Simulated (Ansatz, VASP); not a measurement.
**WS2 in two plane-wave programs**

One calculation is typed for both programs; each brings its own data sets. How far apart do they land? The structure shown is the start of the Ansatz relaxation below; VASP solves that cell, so the two are compared at the walk's first step.

Calculated with Ansatz 0.2.0; plane waves, with VASP 6.6.1 beside it; single point at PBEsol with D3(BJ).

### 1. The starting structure

The cell holds 6 atoms: 4 S and 2 W. Its edges and angles: a = 3.158 Å, b = 3.158 Å, c = 24.294 Å, α = 90.0°, β = 90.0°, γ = 120.0°. It derives from WS2 (Tungstenite). As first built, before any earlier steps moved the atoms (in the runner's words): kind sheets cut from a layered crystal; sheets 2. Vacuum lies along c.

### 2. Ansatz: relaxation, PBEsol with D3(BJ)

Ansatz runs on its default PAW (the set named soft_2) files.

The two programs are compared at the cell with which this relaxation starts, whose forces are those of its first step.

input.yaml

```yaml
crystal:
  lattice:
    - [3.158, 0.0, 0.0]
    - [-1.579, 2.734908225, 0.0]
    - [0.0, 0.0, 24.2936903333]
  atoms:
    - { symbol: S, position: [0.666666667, 0.333333333, 0.691277863] }
    - { symbol: W, position: [0.333333333, 0.666666667, 0.626076708] }
    - { symbol: S, position: [0.666666667, 0.333333333, 0.562423129] }
    - { symbol: S, position: [0.0, 0.0, 0.437576871] }
    - { symbol: W, position: [0.666666667, 0.333333333, 0.372375716] }
    - { symbol: S, position: [0.0, 0.0, 0.308722137] }
kpoints:
  mp_grid: { grid: [12, 12, 1] }
scf:
  occupations: { method: fermi_dirac, width: 0.02 }
  n_extra_bands: 8
hamiltonian:
  xc: pbesol
  pseudopotentials: { kind: paw }
  dispersion: d3bj
output:
  forces: true
  write_potential: true
  volumetric_format: []
relax:
  f_tol: 0.03
  max_steps: 45
  cell: { fix: [c, alpha, beta] }
```

Run with:

```console
$ ansatz run input.yaml --threads 8 --pin off --max-ram 14336MiB --backend cpu --events-out ev --progress --plain --runs-dir out
```

Numbers of over 12 decimals in the logs are rounded to 6 here.

What it wrote:

```text
scf.n_extra_bands = 8 over 26 filled bands (N_el = 52.0): the run solves 34 bands
Engine: ansatz 0.2.0, aarch64-unknown-linux-gnu
Pseudopotentials: kind: paw
Pseudopotential: S, paw, valence charge 6, recommended cutoff 420 eV (normal), S.paw.azcp
Pseudopotential: W, paw, valence charge 14, recommended cutoff 420 eV (normal), W.paw.azcp
Functional definition: PBEsol
  exchange = pbesol_x
  correlation = pbesol_c
Crystal: 6 atoms, lattice volume = 209.821 Å³
Basis set: ecut = 420 eV, 4053 PW (Γ), exchange–correlation on 48×48×360 points (8 copies of the dense FFT grid, shifted against one another)
Bands: 34, of which v1, the nominal top of the filled ones, is band 26 counted from 1 (25 counted from 0)
Symmetry: 6 space group operations
Space group: P3m1 (ITA 156), of the structure as read, at distance tolerance 5.9e-5 Å
k-points: 19 of 144 (time reversal used)
Non-local potential: S, projectors of the file, l = 0: 2, l = 1: 2, l = 2: 2
Non-local potential: W, projectors of the file, l = 0: 3, l = 1: 2, l = 2: 2, l = 3: 1
PAW form: soft (Blöchl's): semilocal exchange-correlation on the pseudo side does not see the compensation charge
PAW frozen core: S, regenerated for the run's functional, and the local potential with it (the file was generated under x = pbe(κ = 0.804, μ = 0.219515), c = pbe(β = 0.066725))
PAW frozen core: W, regenerated for the run's functional, and the local potential with it (the file was generated under x = pbe(κ = 0.804, μ = 0.219515), c = pbe(β = 0.066725))
PAW one-centre angular grid: S, 110 points (default); XC on 64 Gauss nodes
PAW one-centre angular grid: W, 590 points (default); XC on 64 Gauss nodes
Initial density: superposition of atomic densities (neutral atoms: chi_scale 0, normalization atom), corrected by the library's trained network
Initial wavefunctions: pseudopotential atomic-orbital guess
Functional: x = pbesol(κ = 0.804, μ = 0.123457), c = pbesol(β = 0.046)
SCF iter   1: F=—  HF=-24060.010412 eV  |F-HF|=—  |Δ(HF+E_count)|=         —  Δρ=6.33e-3  dr2=1.75e-1  ethr=1.77e-3  ⟨swp⟩=10.5  Hψ=3729  notcnv=0  defer=1
preconditioner: auto → none  [insulator: Δε(μ)=1.344 eV  Ē_g=8.767 eV  σ=0.020 eV  W_gap=1.00  n_scr=16 (ndim 8)  ℏωp=15.4 eV  f_vac=0.484  D(μ)=0.00/eV (n_scr^D=0)  ε∞_Penn≈4.1]
SCF iter   2: F=—  HF=-24060.094370 eV  |F-HF|=—  |Δ(HF+E_count)|=   8.40e-2  Δρ=8.58e-3  dr2=7.39e-1  ethr=3.37e-4  ⟨swp⟩=4.1  Hψ=1571  notcnv=0  defer=43  recentre
SCF iter   3: F=—  HF=-24059.993176 eV  |F-HF|=—  |Δ(HF+E_count)|=   1.01e-1  Δρ=2.88e-3  dr2=4.73e-2  ethr=3.37e-4  ⟨swp⟩=3.6  Hψ=1207  notcnv=0  defer=43
SCF iter   4: F=—  HF=-24059.991640 eV  |F-HF|=—  |Δ(HF+E_count)|=   1.54e-3  Δρ=1.94e-3  dr2=1.05e-2  ethr=9.09e-5  ⟨swp⟩=3.1  Hψ=970  notcnv=0  defer=44
SCF iter   5: F=—  HF=-24059.993856 eV  |F-HF|=—  |Δ(HF+E_count)|=   2.22e-3  Δρ=8.70e-4  dr2=7.23e-4  ethr=2.02e-5  ⟨swp⟩=2.3  Hψ=999  notcnv=0  defer=44
SCF iter   6: F=—  HF=-24059.994691 eV  |F-HF|=—  |Δ(HF+E_count)|=   8.34e-4  Δρ=4.21e-4  dr2=6.61e-4  ethr=1.39e-6  ⟨swp⟩=2.8  Hψ=1044  notcnv=0  defer=44
SCF iter   7: F=—  HF=-24059.994769 eV  |F-HF|=—  |Δ(HF+E_count)|=   7.87e-5  Δρ=1.52e-4  dr2=3.06e-5  ethr=1.27e-6  ⟨swp⟩=1.9  Hψ=762  notcnv=0  defer=43
SCF iter   8: F=—  HF=-24059.994665 eV  |F-HF|=—  |Δ(HF+E_count)|=   1.04e-4  Δρ=3.81e-5  dr2=8.37e-6  ethr=5.89e-8  ⟨swp⟩=2.7  Hψ=1115  notcnv=0  defer=43
SCF iter   9: F=—  HF=-24059.994665 eV  |F-HF|=—  |Δ(HF+E_count)|=   1.28e-7  Δρ=1.85e-5  dr2=2.52e-6  ethr=1.61e-8  ⟨swp⟩=2.2  Hψ=848  notcnv=0  defer=43
SCF iter  10: F=-24059.994665 eV  HF=-24059.994665 eV  |F-HF|=7.49e-8  |Δ(HF+E_count)|=   1.89e-7  Δρ=6.95e-6  dr2=6.37e-8  ethr=1.92e-10  ⟨swp⟩=11.1  Hψ=5624  notcnv=0
SCF 1 converged in 10 iterations: F = -24059.994665 eV  dr2 = 6.37e-8
  greatest PAW one-centre occupation: 1.000 electrons in one spin orbital (limit 2), on the W atom at site 4 (counted from 0), in its partial waves of l = 0
relax step   1: F+E_penalty+E_count = -24059.99466485 eV  Δ(F+E_penalty+E_count) = +0.000e0 eV  max|allowed force component| = 6.817e-1 eV/Å  Δτ_max = 0.0000 Å  P = -1.739 GPa  Ω = 209.821 Å³  fix = [c, alpha, beta]  reactions: c -1.135 GPa  (10 SCF iters, dr2 threshold 1.00e-7 eV, accepted)
[...]
relax step   5: F+E_penalty+E_count = -24060.06434175 eV  Δ(F+E_penalty+E_count) = -1.131e-4 eV  max|allowed force component| = 5.140e-3 eV/Å  Δτ_max = 0.0064 Å  P = +0.010 GPa  Ω = 205.046 Å³  energy of the carried Pulay correction = +3.920e-4 eV  fix = [c, alpha, beta]  reactions: c +0.013 GPa  (10 SCF iters, dr2 threshold 9.06e-9 eV, accepted)
[...]
relax step   6: F+E_penalty+E_count = -24060.06396824 eV  Δ(F+E_penalty+E_count) = +3.735e-4 eV  max|allowed force component| = 5.229e-3 eV/Å  Δτ_max = 0.0000 Å  P = +0.010 GPa  Ω = 205.046 Å³  fix = [c, alpha, beta]  reactions: c +0.013 GPa  stress off target by 8.87e-3 GPa on what of the cell is left free  SCF on the basis re-selected at this cell (its energy is not comparable with the rows above)  (8 SCF iters)
basis re-selected at this cell: Δ(F+E_penalty+E_count) = +3.735e-4 eV, ΔP = -0.000 GPa vs the last step (what re-selecting the basis moved, of the pressure what is left beyond the Pulay correction that the steps carried, after the strain that the cell walked since its last selection, with what the two solves' SCF thresholds leave and, on support functions, any second-order correction that the steps lacked; it is no m [...]
WARN: The output density's exchange-correlation potential varies sharply where the density is thin. Do not read a vacuum level from v_tot or v_xc, or from such a field of the output density. On a cell that repeats whose density bears no net charge and no dipole along the vacuum's axis use v_es (v_loc + v_h of the components); under efield.dipole_correction with no amplitude use v_es + v_field, which holds any externa [...]
SCF converged after 8 iterations
Free energy (F): -24060.063968 eV
Harris-Foulkes:  -24060.063968 eV  (|F-HF|=1.09e-11)
Internal energy: -24060.063968 eV  (E = F + TS)
E sigma→0 (E₀):  -24060.063968 eV
Fermi energy:    4.119777 eV
--- Per-component energies (eV) ---
  E_band       = -796.606242
  E_kinetic    = 1337.192046
  E_local      = -38443.079952  (includes V_loc(G=0)·N_el)
  E_nonlocal   = 120.863280
  E_hartree    = 18647.633895
  E_xc         = -918.832720
  E_vxc        = -831.826656  (∫ρ·V_xc dr)
  E_paw        = -19209.234963  (= ΣΔE_a)
  E_vpaw       = -275.022549  (= ΣTr[D̂ρ^β])
  E_aug_tail   = -0.000132  (compensation charges beyond the density's cutoff)
  E_ewald      = 14406.690543
  E_disp       = -1.987347  (pairwise vdW)
  E_core_change = 0.691382  (= ΣΔE_core)
  E_smearing   = -0.000000  (= −TS)
  E_closure    = -0.000000  (closes the sum)
  Σ components = -24060.063968   (vs F -24060.063968, Δ=0.00e0)
--- Forces (eV/Å), atoms counted from 1 ---
  atom   1  S      0.00000000    -0.00000000     0.00493688
  atom   2  W      0.00000000     0.00000000     0.00040140
  atom   3  S      0.00000000     0.00000000    -0.00410903
  atom   4  S      0.00000000    -0.00000000     0.00439969
  atom   5  W      0.00000000     0.00000000    -0.00040066
  atom   6  S      0.00000000     0.00000000    -0.00522864
  max |Σ_I F_I| component: 3.64e-7 eV/Å
--- Stress (GPa, compression-positive) ---
        0.008873       0.000000       0.000000
        0.000000       0.008873       0.000000
        0.000000       0.000000       0.012819
  P = ⅓ Tr σ = 0.0102 GPa (0.102 kbar)
--- Band table (eV; the first three rows and the last of 19) ---
  k-point 0: bands = [... 22 lower, 1.4648, 1.4648, 2.5106, 3.5445, 5.8848, 5.8848, 5.9919, 5.9919, ... 4 higher]
  k-point 1: bands = [... 22 lower, 1.4421, 1.7960, 2.5009, 3.3418, 5.7938, 5.8173, 5.8919, 5.9233, ... 4 higher]
  k-point 2: bands = [... 22 lower, 1.3162, 1.8063, 2.3528, 2.7543, 5.2356, 5.5919, 5.6539, 5.8700, ... 4 higher]
  k-point 18: bands = [... 22 lower, 0.3782, 0.6068, 2.8836, 3.0137, 4.9318, 5.0340, 6.0366, 6.1479, ... 4 higher]
--- Relaxed structure (5 steps of the walk, 5 accepted, 1 SCFs on fresh bases) ---
  F+E_penalty+E_count = -24060.06396824 eV   max|allowed force component| = 5.229e-3 eV/Å   (the final SCF, on the basis selected at the relaxed cell)
  cell:  # Å, volume = 205.0458 Å³
    - [3.121860, 0, 0]
    - [-1.560930, 2.703610, 0]
    - [0, 0, 24.2936903333]
  atoms:
    - { symbol: S, position: [0.666667, 0.333333, 0.685085] }
    - { symbol: W, position: [0.333333, 0.666667, 0.620350] }
    - { symbol: S, position: [0.666667, 0.333333, 0.555795] }
    - { symbol: S, position: [-1.808553088234503e-17, 1.2335811399084731e-17, 0.443728] }
    - { symbol: W, position: [0.666667, 0.333333, 0.379095] }
    - { symbol: S, position: [-1.8355259504765734e-17, 1.2335811399084733e-17, 0.314399] }
```

The column dr2 measures how far the density is from self-consistency, as an energy; F and HF (Harris–Foulkes) agree once it is small.

### 3. VASP: single point, PBEsol with D3(BJ), start cell

The same cell, functional, mesh and smearing now go to VASP, with its own data sets.

Lines of VASP's logs that name or quote its potential files are left out, and so is its time.

INCAR

```
SYSTEM = WS2
PREC = Accurate
ENCUT = 520
EDIFF = 1E-06
NELM = 120
ISMEAR = -1
SIGMA = 0.02
LREAL = .FALSE.
ALGO = Normal
GGA = PS
IVDW = 12
NBANDS = 24
LASPH = .TRUE.
LORBIT = 11
LWAVE = .FALSE.
LCHARG = .FALSE.
ISIF = 2
GGA_COMPAT = .FALSE.
EFERMI = MIDGAP
KPAR = 2
```

POSCAR

```
WS2
1.0
    3.1580000000      0.0000000000      0.0000000000
   -1.5790000000      2.7349080000      0.0000000000
    0.0000000000      0.0000000000     24.2936900000
S W
4 2
Direct
    0.6666666667      0.3333333333      0.6912778586
    0.6666666667      0.3333333333      0.5624231230
    0.0000000000      0.0000000000      0.4375768770
    0.0000000000      0.0000000000      0.3087221414
    0.3333333333      0.6666666667      0.6260767302
    0.6666666667      0.3333333333      0.3723757074
```

KPOINTS

```
Automatic mesh
0
Gamma
12 12 1
0 0 0
```

The projector-augmented-wave data sets are S and W (PBE family, release 64).

Run with:

```console
$ mpirun -np 2 vasp_std
```

What it wrote:

```text
[banner, memory and clock lines left out]
running    2 mpi-ranks, on    1 nodes
 distrk:  each k-point on    1 cores,    2 groups
 distr:  one band on    1 cores,    1 groups

 POSCAR found type information on POSCAR S W
 POSCAR found :  2 types and       6 ions
|                                                                             |
|               ----> ADVICE to this user running VASP <----                  |
|                                                                             |
|     You enforced a specific xc type in the INCAR file but a different       |
|     [... a line on the potential file left out ...]
|     I HOPE YOU KNOW WHAT YOU ARE DOING!                                     |
|                                                                             |

 LDA part: xc-table for (Slater+PW92), standard interpolation
 POSCAR, INCAR and KPOINTS ok, starting setup
 FFT: planning ... GRIDC
 FFT: planning ... GRID_SOFT
 FFT: planning ... GRID
 WAVECAR not read
 entering main loop
       N       E                     dE             d eps       ncg     rms          rms(c)
DAV:   1     0.252793349131E+03    0.25279E+03   -0.14439E+04   912   0.122E+03
DAV:   2    -0.267382731750E+02   -0.27953E+03   -0.27214E+03  1408   0.253E+02
DAV:   3    -0.526084799320E+02   -0.25870E+02   -0.25700E+02  1192   0.841E+01
DAV:   4    -0.533080454913E+02   -0.69957E+00   -0.69787E+00  1360   0.157E+01
DAV:   5    -0.533244674419E+02   -0.16422E-01   -0.16418E-01  1208   0.232E+00    0.409E+01
DAV:   6    -0.510554405876E+02    0.22690E+01   -0.98111E+00  1376   0.155E+01    0.183E+01
DAV:   7    -0.507626483700E+02    0.29279E+00   -0.33481E+00  1224   0.104E+01    0.860E+00
DAV:   8    -0.506282593386E+02    0.13439E+00   -0.45328E-01  1272   0.436E+00    0.143E+00
DAV:   9    -0.506221965016E+02    0.60628E-02   -0.83992E-02  1280   0.154E+00    0.527E-01
DAV:  10    -0.506200750220E+02    0.21215E-02   -0.15504E-02  1304   0.742E-01    0.438E-01
DAV:  11    -0.506199670679E+02    0.10795E-03   -0.25894E-03  1256   0.304E-01    0.119E-01
DAV:  12    -0.506197552589E+02    0.21181E-03   -0.77243E-04  1272   0.168E-01    0.833E-02
DAV:  13    -0.506197518698E+02    0.33891E-05   -0.81556E-05  1280   0.479E-02    0.496E-02
DAV:  14    -0.506197858516E+02   -0.33982E-04   -0.28919E-05  1176   0.233E-02    0.206E-02
[...]
DAV:  19    -0.506199097918E+02   -0.99519E-05   -0.44363E-07   760   0.322E-03    0.221E-03
DAV:  20    -0.506199249452E+02   -0.15153E-04   -0.18757E-06   832   0.446E-03    0.172E-03
DAV:  21    -0.506199319022E+02   -0.69570E-05   -0.18831E-07   664   0.199E-03    0.202E-03
DAV:  22    -0.506199473220E+02   -0.15420E-04   -0.10074E-06   792   0.284E-03    0.831E-04
DAV:  23    -0.506199487068E+02   -0.13848E-05   -0.58591E-08   568   0.103E-03    0.481E-04
DAV:  24    -0.506199502058E+02   -0.14990E-05   -0.64197E-08   624   0.702E-04    0.250E-04
DAV:  25    -0.506199515872E+02   -0.13814E-05   -0.10312E-07   680   0.672E-04    0.264E-04
DAV:  26    -0.506199516641E+02   -0.76922E-07   -0.12520E-08   528   0.314E-04
   1 F= -.52500800E+02 E0= -.52500800E+02  d E =-.228052E-16
```

(Continued in part 2 of 2.)

[Lines on the potential files, build, host, timing and source positions are cut from VASP's logs without a mark.]

[Logs are printed without paths, hosts, clocks, repeated set-up lines and the standing remarks that a program may print on its own settings, such as how far it seeks lower states.]

[Hosts, paths, dates, database ids (printed as entryN), source tags and the programs' standing remarks are cut or masked in the printed files.]
